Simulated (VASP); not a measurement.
```yaml
crystal:
  lattice:
    - [0.00000, 1.83383, 1.83383]
    - [1.83383, 0.00000, 1.83383]
    - [1.83383, 1.83383, 0.00000]
  atoms:
    - { symbol: Cu, position: [0.00000, 0.00000, 0.00000] }
```

Computed with PBE GGA, VASP's PBE PAW potentials (set 64) (plane waves; VASP 6.6.1). Run with 520 eV cut-off, 17×17×17 Γ-centred mesh, first-order Methfessel-Paxton smearing of 0.10 eV, potentials Cu.

Task: Give the stress tensor in GPa (positive for a compressed cell).

Result: 
```
-3.77   0.00   0.00
 0.00  -3.77   0.00
 0.00   0.00  -3.77
```
The pressure is its mean diagonal, -3.77 GPa.

The compound is Cu in the fcc structure. This cell is one point of a volume scan, at 1.03 of the reference volume.
